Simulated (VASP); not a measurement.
# Li2ZnCl4 (Fd-3m): formation energy of the defect Zn_Li, part 2 of 9

Wanted: what the defect Zn_Li costs in Li2ZnCl4 (Fd-3m) and how the lattice relaxes round it. The start is a computed cell from the Materials Project.

VASP 6.6.1, plane waves and PAW; the level of theory is named at each step.

So far. Step 2 (Relaxing the host crystal): The run ended after 2 ionic steps, 0.005 eV below its first step, once forces and stress met EDIFFG = -0.03. The relaxed cell has a = 10.258 Å (conventional setting).

### Step 3. Screening in the host

Level of this step: PBEsol; plane waves and PAW (Li, Zn, Cl) (VASP).

Charged cells interact with their images through the host's screening, so the correction needs its dielectric constant.

The input, INCAR:

```
SYSTEM = Li2ZnCl4
PREC = Accurate
ENCUT = 300
EDIFF = 1E-08
NELM = 120
ISMEAR = 0
SIGMA = 0.05
LREAL = .FALSE.
ALGO = Normal
GGA = PS
NBANDS = 56
LWAVE = .FALSE.
LCHARG = .FALSE.
KPAR = 4
LEPSILON = .TRUE.
IBRION = 8
NSW = 1
```

The input, POSCAR:

```
Li2ZnCl4
1.0
    0.0000000000      5.1288425151      5.1288425151
    5.1288425151      0.0000000000      5.1288425151
    5.1288425151      5.1288425151      0.0000000000
Li Zn Cl
4 2 8
Direct
    0.6250000000      0.6250000000      0.1250000000
    0.6250000000      0.1250000000      0.6250000000
    0.6250000000      0.6250000000      0.6250000000
    0.1250000000      0.6250000000      0.6250000000
    0.0000000000      0.0000000000      0.0000000000
    0.2500000000      0.2500000000      0.2500000000
    0.8654108177      0.3781963908      0.3781963908
    0.8718036092      0.8718036092      0.8718036092
    0.3781963908      0.3781963908      0.3781963908
    0.3845891823      0.8718036092      0.8718036092
    0.8718036092      0.3845891823      0.8718036092
    0.8718036092      0.8718036092      0.3845891823
    0.3781963908      0.8654108177      0.3781963908
    0.3781963908      0.3781963908      0.8654108177
```

The input, KPOINTS:

```
Automatic mesh
0
Gamma
4 4 4
0 0 0
```

Potentials, in the order of the species: Li, Zn and Cl (PBE family, release 64).

Started as:

```sh
mpirun -np 4 vasp_std
```

What it wrote:

```text
[banner, memory and clock lines left out]
running    4 mpi-ranks, on    1 nodes
 distrk:  each k-point on    1 cores,    4 groups
 distr:  one band on    1 cores,    1 groups

 POSCAR found type information on POSCAR LiZnCl
 POSCAR found :  3 types and      14 ions
 [... a notice as in an earlier step ...]

 LDA part: xc-table for (Slater+PW92), standard interpolation
 POSCAR, INCAR and KPOINTS ok, starting setup
 FFT: planning ... GRIDC
 FFT: planning ... GRID_SOFT
 FFT: planning ... GRID
 WAVECAR not read
 entering main loop
       N       E                     dE             d eps       ncg     rms          rms(c)
DAV:   1     0.544510118211E+03    0.54451E+03   -0.26773E+04   896   0.951E+02
DAV:   2     0.181032316500E+02   -0.52641E+03   -0.49907E+03  1032   0.257E+02
DAV:   3    -0.488974655072E+02   -0.67001E+02   -0.66644E+02  1024   0.104E+02
DAV:   4    -0.505920281996E+02   -0.16946E+01   -0.16893E+01  1104   0.202E+01
DAV:   5    -0.506265927539E+02   -0.34565E-01   -0.34546E-01  1088   0.283E+00    0.103E+01
DAV:   6    -0.483817902970E+02    0.22448E+01   -0.35536E+00  1440   0.608E+01    0.837E+00
DAV:   7    -0.483522820203E+02    0.29508E-01   -0.45722E+00  1072   0.840E+00    0.511E+00
DAV:   8    -0.483278765953E+02    0.24405E-01   -0.41065E-01  1224   0.545E+00    0.197E+00
DAV:   9    -0.483255871935E+02    0.22894E-02   -0.54648E-02  1328   0.337E+00    0.410E-01
DAV:  10    -0.483277690592E+02   -0.21819E-02   -0.14782E-02  1112   0.770E-01    0.132E-01
DAV:  11    -0.483282841504E+02   -0.51509E-03   -0.14060E-03  1048   0.161E-01    0.760E-02
DAV:  12    -0.483285319206E+02   -0.24777E-03   -0.30492E-04  1128   0.115E-01    0.369E-02
DAV:  13    -0.483285252483E+02    0.66723E-05   -0.15713E-04  1264   0.128E-01    0.134E-02
DAV:  14    -0.483285260074E+02   -0.75911E-06   -0.23188E-05  1168   0.399E-02    0.569E-03
DAV:  15    -0.483285270157E+02   -0.10083E-05   -0.45656E-06  1080   0.920E-03    0.225E-03
DAV:  16    -0.483285270574E+02   -0.41662E-07   -0.14468E-07  1168   0.292E-03    0.164E-03
DAV:  17    -0.483285272037E+02   -0.14635E-06   -0.96066E-08  1008   0.116E-03    0.843E-04
DAV:  18    -0.483285271577E+02    0.45960E-07   -0.33240E-09   760   0.332E-04    0.321E-04
DAV:  19    -0.483285271555E+02    0.22692E-08   -0.72101E-10   616   0.475E-04
   1 F= -.48328527E+02 E0= -.48328527E+02  d E =-.150323E-10
 Linear response reoptimize wavefunctions to high precision
DAV:   1    -0.483285271693E+02   -0.13822E-07   -0.13853E-09   616   0.197E-04
DAV:   2    -0.483285271693E+02    0.00000E+00   -0.37720E-10   592   0.891E-05
 Linear response G [H, r] |phi>, progress :
  Direction:   1
       N       E                     dE             d eps       ncg     rms
RMM:   1    -0.301271660250E+03   -0.30127E+03    0.11720E+02  1841   0.920E+01
RMM:   2    -0.272031381160E+03    0.29240E+02   -0.32950E+01  1563   0.287E+01
RMM:   3    -0.273422231561E+03   -0.13909E+01   -0.20556E+00  1602   0.540E+00
RMM:   4    -0.273449172163E+03   -0.26941E-01   -0.39379E-02  1641   0.963E-01
RMM:   5    -0.273450869839E+03   -0.16977E-02    0.11301E-05  1660   0.214E-01
RMM:   6    -0.273451026737E+03   -0.15690E-03    0.15785E-03  1724   0.566E-02
RMM:   7    -0.273451059415E+03   -0.32678E-04    0.16551E-03  1832   0.234E-02
RMM:   8    -0.273451088809E+03   -0.29394E-04    0.28677E-03  1893   0.157E-02
RMM:   9    -0.273451062861E+03    0.25948E-04    0.34923E-03  1994   0.141E-02
RMM:  10    -0.273451063137E+03   -0.27515E-06    0.43713E-03  2013   0.138E-02
RMM:  11    -0.273451071953E+03   -0.88163E-05    0.40018E-03  2035   0.137E-02
RMM:  12    -0.273450978776E+03    0.93177E-04    0.45363E-03  2069   0.138E-02
 Linear response G [H, r] |phi>, progress :
  Direction:   2
       N       E                     dE             d eps       ncg     rms
RMM:   1    -0.301827915835E+03   -0.30183E+03    0.11513E+02  1849   0.920E+01
RMM:   2    -0.273891847138E+03    0.27936E+02   -0.32512E+01  1557   0.285E+01
RMM:   3    -0.275260860017E+03   -0.13690E+01   -0.20295E+00  1604   0.537E+00
RMM:   4    -0.275284284719E+03   -0.23425E-01   -0.59755E-02  1639   0.966E-01
RMM:   5    -0.275284573284E+03   -0.28857E-03   -0.72221E-03  1672   0.217E-01
RMM:   6    -0.275284463355E+03    0.10993E-03   -0.29894E-03  1739   0.594E-02
RMM:   7    -0.275284392376E+03    0.70979E-04   -0.17027E-03  1853   0.264E-02
RMM:   8    -0.275284402476E+03   -0.10099E-04   -0.53900E-04  1949   0.190E-02
RMM:   9    -0.275284422545E+03   -0.20070E-04    0.98841E-04  2067   0.173E-02
RMM:  10    -0.275284432509E+03   -0.99634E-05   -0.19424E-03  2101   0.171E-02
RMM:  11    -0.275284266947E+03    0.16556E-03    0.20039E-04  2128   0.169E-02
RMM:  12    -0.275284586396E+03   -0.31945E-03   -0.82083E-03  2145   0.171E-02
 Linear response G [H, r] |phi>, progress :
  Direction:   3
       N       E                     dE             d eps       ncg     rms
RMM:   1    -0.288600526647E+03   -0.28860E+03    0.22136E+02  1800   0.918E+01
RMM:   2    -0.259617149314E+03    0.28983E+02   -0.30838E+01  1577   0.273E+01
RMM:   3    -0.261042151826E+03   -0.14250E+01   -0.16572E+00  1608   0.484E+00
RMM:   4    -0.261062653005E+03   -0.20501E-01   -0.45462E-02  1640   0.852E-01
RMM:   5    -0.261063552229E+03   -0.89922E-03   -0.29005E-03  1672   0.191E-01
RMM:   6    -0.261063574700E+03   -0.22471E-04   -0.32188E-04  1759   0.523E-02
RMM:   7    -0.261063563629E+03    0.11072E-04    0.15053E-04  1870   0.233E-02
RMM:   8    -0.261063567098E+03   -0.34698E-05    0.14803E-03  1907   0.169E-02
RMM:   9    -0.261063564353E+03    0.27453E-05    0.85348E-04  1997   0.154E-02
RMM:  10    -0.261063565218E+03   -0.86512E-06    0.13439E-03  2028   0.151E-02
RMM:  11    -0.261063561302E+03    0.39160E-05    0.32919E-03  2012   0.150E-02
RMM:  12    -0.261063570048E+03   -0.87461E-05    0.20103E-03  2037   0.150E-02
 Linear response to external field (no local field effect), progress :
  Direction:   1
       N       E                     dE             d eps       ncg     rms          rms(c)
RMM:   1    -0.192912761823E+01   -0.19291E+01   -0.60461E+00  1786   0.430E+00
RMM:   2    -0.198569310083E+01   -0.56565E-01   -0.51325E-02  1557   0.909E-01
RMM:   3    -0.198718084209E+01   -0.14877E-02   -0.20739E-03  1625   0.147E-01
RMM:   4    -0.198722050650E+01   -0.39664E-04   -0.75618E-05  1633   0.269E-02
RMM:   5    -0.198722187326E+01   -0.13668E-05   -0.68818E-06  1646   0.622E-03
RMM:   6    -0.198722202679E+01   -0.15354E-06   -0.13338E-06  1655   0.199E-03
RMM:   7    -0.198722204880E+01   -0.22010E-07   -0.66013E-07  1581   0.105E-03
RMM:   8    -0.198722205361E+01   -0.48035E-08   -0.57322E-07  1487   0.795E-04
[...]
RMM:  13    -0.177232844554E+01    0.39471E-05   -0.16502E-05  2505   0.575E-04    0.398E-05
RMM:  14    -0.177232834869E+01    0.96852E-07   -0.15142E-05  2231   0.560E-04    0.712E-06
 change of polarisation eV/A/(eV/A) component  1 :     3.285     0.462     0.200
 dielectric tensor                  component  1 :     3.203     0.310     0.134
 Linear response to external field, progress :
  Direction:   2
       N       E                     dE             d eps       ncg     rms          rms(c)
RMM:   1    -0.184359684987E+01   -0.18436E+01   -0.56132E+00  2911   0.425E+00
RMM:   2    -0.189700799324E+01   -0.53411E-01   -0.48499E-02  2558   0.885E-01    0.310E+00
RMM:   3    -0.169458009398E+01    0.20243E+00   -0.36367E-01  2603   0.155E+00    0.146E+00
RMM:   4    -0.172056092947E+01   -0.25981E-01   -0.17525E-01  2645   0.110E+00    0.535E-01
RMM:   5    -0.176868932076E+01   -0.48128E-01   -0.89819E-03  2572   0.336E-01    0.112E-01
RMM:   6    -0.176848180425E+01    0.20752E-03   -0.62161E-04  2693   0.834E-02    0.514E-02
RMM:   7    -0.177147501303E+01   -0.29932E-02   -0.18762E-04  2693   0.278E-02    0.197E-02
RMM:   8    -0.177235802728E+01   -0.88301E-03   -0.14183E-04  2674   0.179E-02    0.670E-03
RMM:   9    -0.177239472434E+01   -0.36697E-04   -0.24212E-05  2699   0.519E-03    0.175E-03
RMM:  10    -0.177236028706E+01    0.34437E-04   -0.30821E-05  2703   0.177E-03    0.463E-04
RMM:  11    -0.177234398608E+01    0.16301E-04   -0.36068E-05  2725   0.744E-04    0.189E-04
RMM:  12    -0.177233679786E+01    0.71882E-05   -0.35346E-05  2655   0.594E-04    0.559E-05
RMM:  13    -0.177233506497E+01    0.17329E-05   -0.45629E-05  2506   0.555E-04    0.378E-05
RMM:  14    -0.177233405964E+01    0.10053E-05   -0.31338E-05  2219   0.541E-04    0.672E-06
 change of polarisation eV/A/(eV/A) component  2 :     0.368     3.285    -0.200
 dielectric tensor                  component  2 :     0.247     3.203    -0.134
 Linear response to external field, progress :
  Direction:   3
       N       E                     dE             d eps       ncg     rms          rms(c)
RMM:   1    -0.184430569688E+01   -0.18443E+01   -0.56203E+00  2906   0.425E+00
RMM:   2    -0.189699719982E+01   -0.52692E-01   -0.48560E-02  2556   0.885E-01    0.310E+00
RMM:   3    -0.169460489910E+01    0.20239E+00   -0.36398E-01  2600   0.155E+00    0.146E+00
RMM:   4    -0.172057553948E+01   -0.25971E-01   -0.17544E-01  2642   0.110E+00    0.535E-01
RMM:   5    -0.176872023626E+01   -0.48145E-01   -0.91826E-03  2573   0.336E-01    0.112E-01
RMM:   6    -0.176848502489E+01    0.23521E-03   -0.65661E-04  2693   0.835E-02    0.514E-02
RMM:   7    -0.177147702338E+01   -0.29920E-02   -0.21263E-04  2692   0.278E-02    0.197E-02
RMM:   8    -0.177236089552E+01   -0.88387E-03   -0.16744E-04  2681   0.180E-02    0.671E-03
RMM:   9    -0.177239747472E+01   -0.36579E-04   -0.50469E-05  2695   0.520E-03    0.175E-03
RMM:  10    -0.177236282213E+01    0.34653E-04   -0.55484E-05  2709   0.177E-03    0.463E-04
RMM:  11    -0.177234649208E+01    0.16330E-04   -0.59749E-05  2721   0.743E-04    0.189E-04
RMM:  12    -0.177233974262E+01    0.67495E-05   -0.73620E-05  2662   0.591E-04    0.555E-05
RMM:  13    -0.177233801183E+01    0.17308E-05   -0.85630E-05  2499   0.552E-04    0.381E-05
RMM:  14    -0.177233748759E+01    0.52424E-06   -0.72274E-05  2215   0.538E-04    0.666E-06
 change of polarisation eV/A/(eV/A) component  3 :     0.105     0.062     3.285
 dielectric tensor                  component  3 :     0.071     0.042     3.203
 Linear response DOF=           3
 Linear response progress:
  Degree of freedom:   1/  3
       N       E                     dE             d eps       ncg     rms          rms(c)
RMM:   1    -0.177924192966E-02   -0.17792E-02   -0.30715E-03  6091   0.217E-01
RMM:   2    -0.110884548763E-02    0.67040E-03   -0.42684E-04  4878   0.649E-02    0.412E-02
RMM:   3    -0.106263106502E-02    0.46214E-04   -0.94194E-05  4754   0.243E-02    0.201E-02
RMM:   4    -0.105960896142E-02    0.30221E-05   -0.63119E-05  4914   0.183E-02    0.621E-03
RMM:   5    -0.105939146300E-02    0.21750E-06   -0.72707E-06  4898   0.550E-03    0.247E-03
RMM:   6    -0.106114887493E-02   -0.17574E-05   -0.20797E-06  4894   0.273E-03    0.117E-03
RMM:   7    -0.106112680713E-02    0.22068E-07   -0.97896E-07  4768   0.838E-04    0.359E-04
RMM:   8    -0.106112533991E-02    0.14672E-08   -0.86295E-08  4935   0.359E-04    0.122E-04
 first order change of Fermi-energy   0.55099E-03
 force on displaced ion       1 direction 1 :  -1.624  -0.300   0.300
 Born effective charge ion    1 direction 1 :   1.236  -0.073   0.073
 Linear response progress:
  Degree of freedom:   2/  3
       N       E                     dE             d eps       ncg     rms          rms(c)
RMM:   1    -0.214076694509E+00   -0.21408E+00   -0.15576E-03  3074   0.127E+00
RMM:   2    -0.211907803900E+00    0.21689E-02   -0.55526E-03  3257   0.253E-01    0.177E-01
RMM:   3    -0.211427783307E+00    0.48002E-03   -0.23346E-04  3698   0.518E-02    0.102E-01
RMM:   4    -0.210926326873E+00    0.50146E-03   -0.94996E-05  3721   0.286E-02    0.207E-02
RMM:   5    -0.210813114905E+00    0.11321E-03   -0.10262E-05  3696   0.121E-02    0.546E-03
RMM:   6    -0.210819352879E+00   -0.62380E-05   -0.20646E-06  3718   0.332E-03    0.253E-03
RMM:   7    -0.210824289806E+00   -0.49369E-05   -0.93628E-07  3560   0.195E-03    0.361E-04
RMM:   8    -0.210824584957E+00   -0.29515E-06   -0.23577E-07  3769   0.438E-04    0.200E-04
RMM:   9    -0.210824972489E+00   -0.38753E-06   -0.16470E-08  3734   0.215E-04    0.528E-05
RMM:  10    -0.210825130706E+00   -0.15822E-06    0.10124E-08  3779   0.111E-04    0.208E-05
RMM:  11    -0.210825121496E+00    0.92093E-08   -0.11381E-08  3783   0.949E-05    0.510E-06
 first order change of Fermi-energy   0.95804E-03
 force on displaced ion       5 direction 1 :  -7.011  -0.000  -0.000
 Born effective charge ion    5 direction 1 :   1.994   0.000   0.000
 Linear response progress:
  Degree of freedom:   3/  3
       N       E                     dE             d eps       ncg     rms          rms(c)
RMM:   1    -0.205016919005E+00   -0.20502E+00    0.72805E-03  6034   0.156E+00
RMM:   2    -0.201511426674E+00    0.35055E-02   -0.76472E-03  4566   0.359E-01    0.125E-01
RMM:   3    -0.201879514115E+00   -0.36809E-03   -0.38447E-04  4852   0.802E-02    0.620E-02
RMM:   4    -0.202178675140E+00   -0.29916E-03   -0.12757E-04  4777   0.316E-02    0.168E-02
RMM:   5    -0.202175808827E+00    0.28663E-05   -0.54483E-06  4950   0.931E-03    0.842E-03
RMM:   6    -0.202173846271E+00    0.19626E-05   -0.92457E-07  4752   0.408E-03    0.310E-03
RMM:   7    -0.202179248482E+00   -0.54022E-05   -0.66872E-08  4801   0.140E-03    0.131E-03
RMM:   8    -0.202179949041E+00   -0.70056E-06    0.34534E-07  4946   0.622E-04    0.199E-04
RMM:   9    -0.202179438583E+00    0.51046E-06    0.24442E-07  5049   0.283E-04    0.653E-05
RMM:  10    -0.202179881952E+00   -0.44337E-06    0.16341E-07  5055   0.230E-04    0.254E-05
RMM:  11    -0.202179740412E+00    0.14154E-06    0.19486E-07  5158   0.211E-04    0.110E-05
RMM:  12    -0.202179791416E+00   -0.51004E-07    0.66547E-08  5408   0.203E-04    0.430E-06
RMM:  13    -0.202179780727E+00    0.10689E-07    0.75153E-08  5623   0.199E-04    0.274E-06
RMM:  14    -0.202179785685E+00   -0.49580E-08    0.21314E-07  5805   0.197E-04    0.890E-07
RMM:  15    -0.202179787373E+00   -0.16885E-08    0.21699E-07  5714   0.196E-04    0.604E-07
RMM:  16    -0.202179787308E+00    0.64977E-10    0.21003E-07  5578   0.195E-04    0.329E-07
RMM:  17    -0.202179786855E+00    0.45355E-09    0.20416E-07  5563   0.195E-04    0.217E-07
RMM:  18    -0.202179786541E+00    0.31383E-09    0.22215E-07  5574   0.195E-04    0.173E-07
RMM:  19    -0.202179786734E+00   -0.19289E-09    0.21123E-07  5607   0.195E-04    0.959E-08
 first order change of Fermi-energy   0.45722E-01
 force on displaced ion       7 direction 1 :  -4.004   1.619   1.619
 Born effective charge ion    7 direction 1 :  -1.106   0.289   0.289
 Born effective charges drift removed
 Linear response finished
```

Run time: 13 min. Hardware: 4 MPI ranks of AMD EPYC 7R43, shared host; peak memory 2.2 GiB; 53 min of CPU time.

[end of part 2 of 9]

[Lines on the potential files, build, host, timing and source positions are cut from VASP's logs without a mark.]

[Logs are printed without paths, hosts, clocks, repeated set-up lines and the standing remarks that a program may print on its own settings, such as how far it seeks lower states.]

[Hosts, paths, dates, database ids (printed as entryN), source tags and the programs' standing remarks are cut or masked in the printed files.]

[In band tables of VASP the shares of atoms and orbitals are scaled to a sum of 1 inside the atoms' spheres.]

[Runs that stopped without an error message from VASP are left out.]
